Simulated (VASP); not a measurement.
# Be16F (a cell with a defect) in VASP: a series of runs, part 2 of 2

VASP 6.6.1. The steps go on from the part before.

## Step 3: Relaxation of the atoms, PBE

Contents of INCAR:

```
SYSTEM = Be16F
ALGO     = Fast           ! electronic algorithm
EDIFF    = 1E-7           ! SCF threshold, eV
EDIFFG   = -0.03          ! ionic threshold
ENCUT    = 520            ! plane-wave cutoff, eV
GGA      = PE             ! functional
IBRION   = 2              ! ionic algorithm
ISIF     = 2              ! what is computed and relaxed
ISMEAR   = 0              ! smearing method
LASPH    = .TRUE.         ! aspherical terms in the spheres
LCHARG   = .FALSE.        ! write CHGCAR
LREAL    = Auto         
LWAVE    = .FALSE.        ! write WAVECAR
NELM     = 100            ! most SCF steps
NSW      = 80             ! ionic steps
PREC     = Accurate       ! precision mode
SIGMA    = 0.1            ! smearing width, eV
```

Contents of KPOINTS:

```
k-points
0
G
  4 4 3
  0 0 0
```

Contents of POSCAR:

```
Be16F
1.0
   -2.2900000000     -3.9663960000      0.0000000000
    3.4350000000     -1.9831980000      0.0000000000
    0.0000000000      0.0000000000      7.1768600000
Be F
16 1
Direct
    0.7500000000      0.5000000000      0.0000000000
    0.5000000000      0.3333333000      0.2500000000
    0.7500000000      0.5000000000      0.5000000000
    0.5000000000      0.3333333000      0.7500000000
    0.5000000000      0.0000000000      0.0000000000
    0.2500000000      0.8333333000      0.2500000000
    0.5000000000      0.0000000000      0.5000000000
    0.2500000000      0.8333333000      0.7500000000
    0.2500000000      0.5000000000      0.0000000000
    0.0000000000      0.3333333000      0.2500000000
    0.2500000000      0.5000000000      0.5000000000
    0.0000000000      0.3333333000      0.7500000000
    0.0000000000      0.0000000000      0.0000000000
    0.7500000000      0.8333333000      0.2500000000
    0.0000000000      0.0000000000      0.5000000000
    0.7500000000      0.8333333000      0.7500000000
    0.0060579000      0.6488753000      0.6331070000
```

Potentials or basis: VASP PAW PBE potentials, release 64 (Be, F).

On the command line:

```sh
$ cat potpaw_PBE.64/Be/POTCAR potpaw_PBE.64/F/POTCAR > POTCAR
$ mpirun -np 1 vasp_std > vasp.out
```

OUTCAR:

```text
SYSTEM = Be16F
   EDIFF = 1E-7
   EDIFFG = -0.03
   ENCUT = 520
   GGA = PE
   IBRION = 2
   ISIF = 2
   ISMEAR = 0
   LASPH = .TRUE.
   LREAL = Auto
   NELM = 100
   NSW = 80
   PREC = Accurate

 ion  position               nearest neighbor table
   1  0.750  0.500  0.000-  14 2.23  16 2.23   2 2.23   4 2.23  10 2.23  12 2.23   9 2.29  13 2.29
                             5 2.29   9 2.29  13 2.29   5 2.29
   2  0.500  0.333  0.250-   5 2.23   7 2.23   1 2.23   3 2.23   9 2.23  11 2.23  10 2.29  14 2.29
                             6 2.29  10 2.29  14 2.29   6 2.29
   3  0.750  0.500  0.500-  17 1.62  16 2.23  14 2.23   4 2.23   2 2.23  12 2.23  10 2.23  11 2.29
                            15 2.29   7 2.29  11 2.29  15 2.29   7 2.29
   4  0.500  0.333  0.750-   5 2.23   7 2.23   1 2.23   3 2.23   9 2.23  11 2.23  12 2.29  16 2.29
                             8 2.29  12 2.29  16 2.29   8 2.29
   5  0.500  0.000  0.000-   2 2.23   4 2.23   6 2.23   8 2.23  14 2.23  16 2.23   1 2.29  13 2.29
                             9 2.29  13 2.29   9 2.29   1 2.29
   6  0.250  0.833  0.250-   9 2.23  11 2.23   5 2.23   7 2.23  13 2.23  15 2.23  14 2.29   2 2.29
                            10 2.29  14 2.29  10 2.29   2 2.29
   7  0.500  0.000  0.500-   2 2.23   4 2.23   6 2.23   8 2.23  14 2.23  16 2.23  15 2.29   3 2.29
                            11 2.29  15 2.29  11 2.29   3 2.29
   8  0.250  0.833  0.750-  17 1.58  11 2.23   9 2.23   7 2.23   5 2.23  15 2.23  13 2.23  16 2.29
                             4 2.29  12 2.29  16 2.29  12 2.29   4 2.29
   9  0.250  0.500  0.000-   6 2.23   8 2.23  10 2.23  12 2.23   2 2.23   4 2.23   1 2.29   5 2.29
                            13 2.29   1 2.29  13 2.29   5 2.29
  10  0.000  0.333  0.250-  13 2.23  15 2.23   9 2.23  11 2.23   1 2.23   3 2.23   2 2.29   6 2.29
                            14 2.29   2 2.29  14 2.29   6 2.29
  11  0.250  0.500  0.500-  17 1.58   8 2.23   6 2.23  12 2.23  10 2.23   4 2.23   2 2.23   3 2.29
                             7 2.29  15 2.29   3 2.29  15 2.29   7 2.29
  12  0.000  0.333  0.750-  17 1.51  15 2.23  13 2.23  11 2.23   9 2.23   3 2.23   1 2.23   8 2.29
                             4 2.29  16 2.29   4 2.29  16 2.29   8 2.29
  13  0.000  0.000  0.000-  10 2.23  12 2.23  14 2.23  16 2.23   6 2.23   8 2.23   5 2.29   9 2.29
                             1 2.29   5 2.29   9 2.29   1 2.29
  14  0.750  0.833  0.250-   1 2.23   3 2.23  13 2.23  15 2.23   5 2.23   7 2.23   6 2.29  10 2.29
                             2 2.29   6 2.29  10 2.29   2 2.29
  15  0.000  0.000  0.500-  17 1.69  12 2.23  10 2.23  16 2.23  14 2.23   8 2.23   6 2.23   7 2.29
                            11 2.29   3 2.29   7 2.29  11 2.29   3 2.29
  16  0.750  0.833  0.750-  17 1.62   3 2.23   1 2.23  15 2.23  13 2.23   7 2.23   5 2.23  12 2.29
                             8 2.29   4 2.29   8 2.29  12 2.29   4 2.29
  17  0.006  0.649  0.633-  12 1.51   8 1.58  11 1.58  16 1.62   3 1.62  15 1.69

  LATTYP: Found a simple orthorhombic cell.
 ALAT       =     3.9663962620
 B/A-ratio  =     1.1547004875
 C/A-ratio  =     1.8094157835

  Lattice vectors:

 A1 = (  -3.4350000000,   1.9831980000,   0.0000000000)
 A2 = (  -2.2900000000,  -3.9663960000,   0.0000000000)
 A3 = (   0.0000000000,   0.0000000000,   7.1768600000)

Analysis of symmetry for initial positions (statically):
=====================================================================
 Subroutine PRICEL returns:
 Original cell was already a primitive cell.

 Routine SETGRP: Setting up the symmetry group for a
 simple orthorhombic supercell.

 Subroutine GETGRP returns: Found  1 space group operations
 (whereof  1 operations were pure point group operations)
 out of a pool of  8 trial point group operations.

The static configuration has the point symmetry C_1 .

Analysis of symmetry for dynamics (positions and initial velocities):
=====================================================================
 Subroutine PRICEL returns:
 Original cell was already a primitive cell.
[... 147 lines left out ...]
   TEBEG  =    0.0;   TEEND  =   0.0 temperature during run
   PSTRESS=    0.0 pullay stress
   NELECT =      39.0000    total number of electrons
   NUPDOWN=      -1.0000    fix difference up-down
   EMIN   =  10.00;   EMAX   =-10.00  energy-range for DOS
   EFERMI =   0.00;   METHOD = LEGACY
   ISMEAR =     0;   SIGMA  =   0.10  broadening in eV -4-tet -1-fermi 0-gaus
   EFERMI_NEDOS =   21; number of points for ismear=-14 and -15
   IALGO  =     68    algorithm
   IMIX   =      4    mixing-type and parameters
     AMIX     =   0.40;   BMIX     =  1.00
     AMIX_MAG =   1.60;   BMIX_MAG =  1.00
  volume/ion in A,a.u.               =       7.67        51.75
  Fermi-wavevector in a.u.,A,eV,Ry     =   1.094875  2.069013 16.309988  1.198750
  Thomas-Fermi vector in A             =   2.231188
   LORBIT       =      0    0 simple, 1 ext, 2 COOP (PROOUT), +10 PAW based schemes
   GGA     = PE    functional components
   LHFCALC =     F    Hartree Fock is set to
   AEXX    =    0.0000 exact exchange contribution
   IVDW    =     0    specifies the selected vdW correction
   LEPSILON=     F    determine dielectric tensor
   LRPA    =     F    only Hartree local field effects (RPA)
 conjugate gradient relaxation of ions
 non-spin polarized calculation
 RMM-DIIS sequential band-by-band and
 Gauss-broadening in eV      SIGMA  =   0.10
  energy-cutoff  :      520.00
  volume of cell :      130.38
 maximum number of plane-waves:      3529
 NGX is ok and might be reduce to    36
   NGX = 17   NGY = 15   NGZ = 27

--------------------------------------- Ionic step        1  -------------------------------------------

 number of electron      38.9999993 magnetization

 Free energy of the ion-electron system (eV)
  ---------------------------------------------------
  ext. energy  EPLUGINS =         0.00000000
  ---------------------------------------------------
  free energy    TOTEN  =       -58.46973340 eV

  energy without entropy =      -58.45358839  energy(sigma->0) =      -58.46166089

------------------------ aborting loop because EDIFF is reached ----------------------------------------

  FORCE on cell =-STRESS in cart. coord.  units (eV):
  Direction    XX          YY          ZZ          XY          YZ          ZX
  --------------------------------------------------------------------------------------
  -------------------------------------------------------------------------------------
  Total       13.3920465     13.2659090     10.5456843     -0.1617116     -0.1195892      0.1639918
  in kB      164.5741072    163.0240099    129.5953218     -1.9872647     -1.4696251      2.0152856
  external PRESSURE =     152.3978130 kB  Pullay stress =       0.0000000 kB
[... 134 lines left out ...]
  FREE ENERGIE OF THE ION-ELECTRON SYSTEM (eV)
  ---------------------------------------------------
  free  energy   TOTEN  =       -60.7611087837 eV

  energy  without entropy=      -60.7470860792  energy(sigma->0) =      -60.75409743

[... ionic steps 4 to 56 ...]

--------------------------------------- Ionic step       57  -------------------------------------------

 number of electron      39.0000023 magnetization

------------------------ aborting loop because EDIFF is reached ----------------------------------------
[... 97 lines left out ...]
--------------------------------------- Ionic step       59  -------------------------------------------

 number of electron      39.0000018 magnetization

 Free energy of the ion-electron system (eV)
  ---------------------------------------------------
  ext. energy  EPLUGINS =         0.00000000
  ---------------------------------------------------
  free energy    TOTEN  =       -61.87560974 eV

  energy without entropy =      -61.85718983  energy(sigma->0) =      -61.86639979

 E-fermi :   7.3640     XC(G=0): -10.7514

 val. band max:        7.3565260654   @ k =   0.0000   0.2500   0.3333
 cond. band min:       7.3665757230   @ k =   0.2500  -0.2500  -0.3333
 fundamental gap:      0.0100496576
 Fermi energy:         7.3639754597

 k-point     1 :       0.0000    0.0000    0.0000
  band No.  band energies     occupation
      1     -22.0305      2.00000
      2      -4.3991      2.00000
      3      -4.3064      2.00000
      4      -4.2156      2.00000
      5      -3.6849      2.00000
      6      -1.3959      2.00000
[... 733 lines left out ...]
     27      11.6176      0.00000
     28      12.8574      0.00000

 [... further k-points ...]

------------------------ aborting loop because EDIFF is reached ----------------------------------------

  FORCE on cell =-STRESS in cart. coord.  units (eV):
  Direction    XX          YY          ZZ          XY          YZ          ZX
  --------------------------------------------------------------------------------------
  -------------------------------------------------------------------------------------
  Total        9.4630077      8.8126816      9.8482807     -0.5480676      0.0878721     -0.1461545
  in kB      116.2903696    108.2985485    121.0249676     -6.7351722      1.0798558     -1.7960843
  external PRESSURE =     115.2046286 kB  Pullay stress =       0.0000000 kB
[... 32 lines left out ...]
  FREE ENERGIE OF THE ION-ELECTRON SYSTEM (eV)
  ---------------------------------------------------
  free  energy   TOTEN  =       -61.8756097446 eV

  energy  without entropy=      -61.8571898319  energy(sigma->0) =      -61.86639979

 reached required accuracy - stopping structural energy minimisation
```

It took 66 min on 1 thread of Intel Xeon 6975P-C (Granite Rapids), shared host; peak memory 0.28 GiB.

Results:

```
Free energy                  : -61.8756 eV
Energy gained by relaxing    : 200.3 meV/atom
Ionic steps                  : 59
Pressure after relaxing      : 11.5 GPa
Largest force after relaxing : 0.028 eV/Å
Band gap on the k mesh       : none (metal or under the smearing width)
```

Forces in eV/Å, atoms in the order of the input:
```
Be  -0.011 -0.020  0.008
Be   0.010  0.004  0.023
Be   0.013  0.003 -0.012
Be   0.023  0.016  0.001
Be   0.007 -0.012  0.012
Be  -0.006  0.004  0.013
Be   0.003 -0.014  0.002
Be   0.014  0.012  0.010
Be  -0.024 -0.009 -0.009
Be  -0.002  0.010 -0.008
Be  -0.023  0.011 -0.006
Be  -0.010 -0.011 -0.023
Be   0.004  0.008 -0.001
Be   0.000 -0.002 -0.006
Be   0.008  0.006  0.000
Be  -0.002  0.007 -0.014
F   -0.004 -0.012  0.010
```

Step by step:
```csv
step,energy change (eV),largest force (eV/Å),pressure (GPa)
1,0.0000,4.9476,15.24
3,-2.2914,0.9447,11.89
5,-2.5017,0.3407,11.66
7,-2.5471,0.1795,11.78
9,-2.5571,0.2777,11.77
11,-2.5724,0.3768,11.82
13,-2.6070,0.8295,12.36
15,-2.6156,0.6143,12.16
17,-2.6429,0.8287,12.37
19,-2.6482,1.0219,12.50
21,-2.7331,0.8209,12.52
23,-2.7619,0.7006,12.60
25,-2.8918,0.3984,12.47
27,-2.9044,0.5702,12.50
29,-2.9720,0.3043,12.36
31,-3.0017,0.3748,12.30
33,-3.0195,0.3840,12.30
35,-3.0705,0.5005,12.18
37,-3.0984,0.7868,12.04
39,-3.1233,0.7777,11.95
41,-3.1110,0.9690,11.94
43,-3.1782,0.6678,11.78
45,-3.2901,0.5827,11.64
47,-3.3649,0.2671,11.54
49,-3.3807,0.2051,11.53
51,-3.3967,0.1093,11.53
53,-3.4001,0.0850,11.53
55,-3.4033,0.0518,11.53
57,-3.4049,0.0480,11.53
59,-3.4059,0.0277,11.52
```

Final structure:
```yaml
crystal:
  lattice:
    - [-2.29000, -3.96640, 0.00000]
    - [3.43500, -1.98320, 0.00000]
    - [0.00000, 0.00000, 7.17686]
  atoms:
    - { symbol: Be, position: [0.73424, 0.50829, 0.99914] }
    - { symbol: Be, position: [0.49565, 0.33476, 0.24458] }
    - { symbol: Be, position: [0.73605, 0.50747, 0.48596] }
    - { symbol: Be, position: [0.52598, 0.30924, 0.75254] }
    - { symbol: Be, position: [0.48457, 0.00851, 0.99878] }
    - { symbol: Be, position: [0.23561, 0.86035, 0.24659] }
    - { symbol: Be, position: [0.48830, 0.01028, 0.48829] }
    - { symbol: Be, position: [0.23612, 0.90934, 0.75860] }
    - { symbol: Be, position: [0.23424, 0.50603, 0.02265] }
    - { symbol: Be, position: [0.97566, 0.33527, 0.24582] }
    - { symbol: Be, position: [0.23626, 0.50807, 0.46102] }
    - { symbol: Be, position: [0.94671, 0.31031, 0.75634] }
    - { symbol: Be, position: [0.98710, 0.00819, 0.99990] }
    - { symbol: Be, position: [0.73547, 0.83359, 0.24166] }
    - { symbol: Be, position: [0.98268, 0.01089, 0.48918] }
    - { symbol: Be, position: [0.73604, 0.83027, 0.74457] }
    - { symbol: F, position: [0.23540, 0.52466, 0.69750] }
```

Levels at points of the mesh, in eV from the Fermi level:
| k point | band 16 | band 17 | band 18 | band 19 | band 20 | band 21 | band 22 | band 23 |
| --- | --- | --- | --- | --- | --- | --- | --- | --- |
| (0.00, 0.00, 0.00) | -3.20 | -3.17 | -1.94 | 0.46 | 0.68 | 1.04 | 1.53 | 1.81 |
| (0.50, 0.00, 0.00) | -2.09 | -2.04 | -1.82 | -1.61 | -0.27 | 0.69 | 0.80 | 1.07 |
| (0.00, 0.50, 0.00) | -3.29 | -2.94 | -2.37 | -1.66 | -0.96 | 0.97 | 1.21 | 1.24 |
| (0.50, 0.50, 0.00) | -2.93 | -0.92 | -0.68 | -0.45 | 0.55 | 0.89 | 0.93 | 2.24 |

Caveat: the k mesh is coarse (spacing up to 0.40 Å⁻¹), so the values aren't converged; an odd number of electrons without spin polarisation forces a metal; a magnetic or distorted state may lie lower.
